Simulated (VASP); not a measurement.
Runs of VASP 6.6.1 on TaF4. Symmetry: F-43m, No. 216, cubic system. Conventional cell: a = 6.064 Å, b = 6.064 Å, c = 6.064 Å, α = 90.00°, β = 90.00°, γ = 90.00°. Around Ta (site symmetry -43m) lie 12 F at 2.51 Å. F (site symmetry 3m) is surrounded by 6 F at 2.14 Å. The cell was built by a generator and needn't be a form met in nature.

```csv
task,cell,k mesh,cutoff (eV),gap on the mesh (eV),pressure (GPa),relaxed volume (Å³/atom),largest force (eV/Å)
single point,"random cell by space group and Wyckoff sites (F-43m, No. 216)",6 × 6 × 6,520,none,-0.3,-,0.02
relaxation of cell and atoms,"relaxed from: random cell by space group and Wyckoff sites (F-43m, No. 216)",10 × 10 × 10,600,none,0.0,(a),0.01
single point,"random cell by space group and Wyckoff sites (F-43m, No. 216)",10 × 10 × 10,520,none,-0.3,-,0.02
relaxation of cell and atoms,"relaxed from: random cell by space group and Wyckoff sites (F-43m, No. 216)",6 × 6 × 6,600,none,-0.4,11.15,0.02
```

Alike in all rows: level PBE; potentials or basis VASP PAW PBE potentials, release 64 (Ta_pv, F); no spin polarisation; smearing gaussian 0.1 eV.

Problem. Fill in the values left out.

Solution. (a) 11.12.

Caveats: an odd number of electrons without spin polarisation forces a metal; a magnetic or distorted state may lie lower.

A k mesh can miss the band edges, and the runs leave out spin-orbit coupling on Ta.

A gap of «none» marks a metal or a gap under the smearing width.

Not every run made on this cell is shown here.
